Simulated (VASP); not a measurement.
A VASP calculation is set up with these files.

File POSCAR:
```
PbF2
1
    0.0000000000     3.0294000000     3.0294000000
    3.0294000000     0.0000000000     3.0294000000
    3.0294000000     3.0294000000     0.0000000000
Pb F
1 2
Direct
  0.0000000000   0.0000000000   0.0000000000
  0.2500000000   0.2500000000   0.2500000000
  0.7500000000   0.7500000000   0.7500000000
```

**KPOINTS**
```
Automatic
0
G
 5 5 5
0 0 0
```

INCAR:
```
# general
SYSTEM =PbF2
PREC   =Accurate
ENCUT  =520   # plane-wave cut-off (eV)
LREAL  =F   # projection in real space or not
LASPH  =T   # aspherical one-centre terms

# electronic loop
EDIFF  =1E-6   # SCF stop (eV)
NELM   =100   # most electronic steps
ALGO   =Normal   # blocked Davidson
LMAXMIX=4   # l cut-off of mixed one-centre charges

# smearing
ISMEAR =0   # Gaussian
SIGMA  =0.05   # width (eV)

# functional
GGA    =PE   # PBE

# ions
ISIF   =2

# output
LWAVE  =F
LCHARG =F
```

POTCAR, in this order: Pb_d F (PBE.64 set). Program: vasp_std.

### Question
Write an equivalent input for Quantum ESPRESSO's pw.x.

### Answer
One equivalent input (not run):
```
&CONTROL
  calculation = 'scf'
  pseudo_dir = './pseudo'
  outdir = './out'
  tprnfor = .true.
  tstress = .true.
/
&SYSTEM
  ibrav = 0
  nat = 3
  ntyp = 2
  ecutwfc = 84
  occupations = 'smearing'
  smearing = 'gaussian'
  degauss = 0.003675
  input_dft = 'pbe'
/
&ELECTRONS
  conv_thr = 7.3e-08
  electron_maxstep = 100
/
ATOMIC_SPECIES
  Pb 207.200 Pb.upf
  F 18.998 F.upf
CELL_PARAMETERS angstrom
     0.0000000    3.0294000    3.0294000
     3.0294000    0.0000000    3.0294000
     3.0294000    3.0294000    0.0000000
ATOMIC_POSITIONS crystal
  Pb   0.0000000  0.0000000  0.0000000
  F    0.2500000  0.2500000  0.2500000
  F    0.7500000  0.7500000  0.7500000
K_POINTS automatic
  5 5 5 0 0 0
```
Limits of the translation: the potentials are each code's own (VASP's PAW set, PseudoDojo norm-conserving files in pw.x), so ENCUT and ecutwfc are chosen apart and not converted; conv_thr bounds pw.x's estimated SCF error, while EDIFF bounds the energy change between steps.

The compound is PbF2 in the fluorite structure, the β form. The cell was not relaxed at this level.
